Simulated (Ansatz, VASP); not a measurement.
# ReS: VASP beside Ansatz

INCAR

```
  PREC = Accurate
  ENCUT = 520
  EDIFF = 1E-6
  ISMEAR = 0
  SIGMA = 0.1
  LREAL = False
  LASPH = True
  NELM = 150
  ALGO = Normal
  ISIF = 2
  LWAVE = False
  LCHARG = True
  ISPIN = 2
  MAGMOM = 3.5 0
  LORBIT = 11
  LMAXMIX = 4
  GGA = PE
  LELF = True
  LVHAR = True
  NBANDS = 18
```

The input KPOINTS:

```
Automatic mesh
0
Gamma
  14 14 14
```

Contents of POSCAR:

```
ReS
1.0
    0.0000000000      2.4617002155      2.4617002155
    2.4617002155      0.0000000000      2.4617002155
    2.4617002155      2.4617002155      0.0000000000
Re S
1 1
Direct
    0.0000000000      0.0000000000      0.0000000000
    0.5000000000      0.5000000000      0.5000000000
```

Input for Ansatz:

```yaml
crystal:
  lattice:
    - [0.0, 2.4617002166, 2.4617002166]
    - [2.4617002166, 0.0, 2.4617002166]
    - [2.4617002166, 2.4617002166, 0.0]
  atoms:
    - { symbol: Re, position: [0.0, 0.0, 0.0], spin: 3.5 }
    - { symbol: S, position: [0.5, 0.5, 0.5] }
basis:
  ecutwfc: 420
kpoints:
  mp_grid: { grid: [14, 14, 14] }
hamiltonian:
  xc: pbe
scf:
  occupations: { method: gaussian, width: 0.1 }
output:
  forces: true
  stress: true
  eigenvalues: true
  populations: true
  write_density: true
  write_potential: true
  elf: true
  volumetric_format: npy
magnetization:
  spin_polarized: true
```

Alike in both runs: task single point; functional PBE; k mesh 14 × 14 × 14; occupations gaussian, width 0.1 eV; collinear spin.

```csv
,VASP,Ansatz
version,VASP 6.6.1,Ansatz 0.2.0
potentials or method,"VASP PAW PBE potentials, release 64 (Re, S)","scalar-relativistic, plane waves, PAW"
plane-wave cutoff (eV),520,420
valence electrons in the cell,13,21
```

Ansatz gave:

```
gap on the k mesh at the Fermi level (eV)                     : none
pressure (GPa)                                                : 1.3
net moment per atom (μB)                                      : 0.43
size of the moment on the site where the two differ most (μB) : 0.62
```

**Question.** Estimate VASP's values.

**Answer.** gap on the k mesh at the Fermi level (eV): none; pressure (GPa): 2.4; net moment per atom (μB): 0.43; size of the moment on the site where the two differ most (μB): 0.81.

Site moments also hang on the region over which each program counts them. A gap of «none» marks a metal or a gap that the smearing closes. The two sets of potentials don't hold the same shells in valence.

Spin-orbit coupling is left out, which matters for the levels of Re.
